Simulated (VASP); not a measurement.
Given:

```yaml
crystal:
  lattice:
    - [2.15116, -3.72591, 0.00000]
    - [2.15116, 3.72591, 0.00000]
    - [0.00000, 0.00000, 7.01650]
  atoms:
    - { symbol: Cd, position: [0.66667, 0.33333, 0.50003] }
    - { symbol: Cd, position: [0.33333, 0.66667, 0.00003] }
    - { symbol: Se, position: [0.66667, 0.33333, 0.87597] }
    - { symbol: Se, position: [0.33333, 0.66667, 0.37597] }
```

The numbers are results of PBE GGA, VASP's PBE PAW potentials (set 64) (plane waves; VASP), not measurements. Run with 520 eV cut-off, 7×7×4 Γ-centred mesh, Gaussian smearing of 0.050 eV, potentials Cd Se.

**Question.** Estimate the energy per atom (σ→0), pressure.

**Answer.** 
```
Quantity                        Value
---------------------  --------------
energy per atom (σ→0)  -2.731 eV/atom
pressure                    32.1 kbar
```

The absolute energy has meaning only against runs of the same code, potentials and settings.

The compound is CdSe in the wurtzite structure. This cell is one point of a volume scan, at 0.94 of the reference volume.
